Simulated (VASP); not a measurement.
Crystal: Zn2Ga2O3.

```
CELL_PARAMETERS angstrom
3.31493 0.00000 0.00000
-1.65746 2.87081 0.00000
0.00000 0.00000 10.53900
ATOMIC_POSITIONS crystal
Zn 0.00000 0.00000 0.00000
Zn 0.33333 0.66667 0.50000
Ga 0.00000 0.00000 0.23475
Ga 0.00000 0.00000 0.76525
O 0.33333 0.66667 0.28788
O 0.33333 0.66667 0.71212
O 0.00000 0.00000 0.50000
```

The cell was built by a generator and needn't be a form met in nature.

* Program: VASP 6.6.1
* Task: relaxation of cell and atoms
* Functional: PBE
* Potentials or basis: VASP PAW PBE potentials, release 64 (Zn, Ga_d, O)
* Cutoff: 520 eV
* k mesh: 10 × 10 × 4
* Occupations: gaussian, width 0.1 eV
* Spin: no spin polarisation

At the start: pressure 1.0 GPa; volume 14.33 Å³/atom.

Problem. How do energy, volume and symmetry change on relaxing?

Solution. Over 19 steps the energy falls by 18.6 meV/atom and the volume is 14.65 Å³/atom (+2.2 %); space group P-6m2 (No. 187, to 0.05 Å).

The path:
| step | energy change (eV) | largest force (eV/Å) | pressure (GPa) | volume (Å³) |
| --- | --- | --- | --- | --- |
| 1 | 0.0000 | 0.1261 | 0.99 | 100.29 |
| 2 | -0.0286 | 0.1922 | -0.23 | 101.58 |
| 3 | -0.0419 | 0.2530 | -1.55 | 103.20 |
| 4 | -0.0622 | 0.3388 | -0.63 | 102.33 |
| 5 | -0.0704 | 0.4205 | 0.38 | 101.41 |
| 6 | -0.0877 | 0.2357 | 0.18 | 101.26 |
| 7 | -0.0944 | 0.3301 | 0.05 | 101.11 |
| 8 | -0.1062 | 0.2540 | 0.16 | 101.13 |
| 9 | -0.1211 | 0.0638 | 0.60 | 101.17 |
| 10 | -0.1276 | 0.0557 | -0.26 | 102.69 |
| 11 | -0.1276 | 0.0572 | -0.33 | 102.72 |
| 12 | -0.1289 | 0.1051 | 0.22 | 102.38 |
| 13 | -0.1290 | 0.0965 | 0.10 | 102.44 |
| 14 | -0.1298 | 0.0450 | -0.07 | 102.49 |
| 15 | -0.1299 | 0.0250 | -0.02 | 102.48 |
| 16 | -0.1300 | 0.0154 | 0.04 | 102.44 |
| 17 | -0.1300 | 0.0133 | 0.07 | 102.43 |
| 18 | -0.1300 | 0.0083 | -0.07 | 102.56 |
| 19 | -0.1300 | 0.0098 | -0.02 | 102.53 |

Final structure:
```
Zn Ga O
1.0
     3.21926    0.00000    0.00000
    -1.60963    2.78796    0.00000
     0.00000    0.00000   11.42350
Zn Ga O
2 2 3
Direct
  0.00000 0.00000 0.00000
  0.33333 0.66667 0.50000
  0.00000 0.00000 0.21766
  0.00000 0.00000 0.78234
  0.33333 0.66667 0.27923
  0.33333 0.66667 0.72077
  0.00000 0.00000 0.50000
```
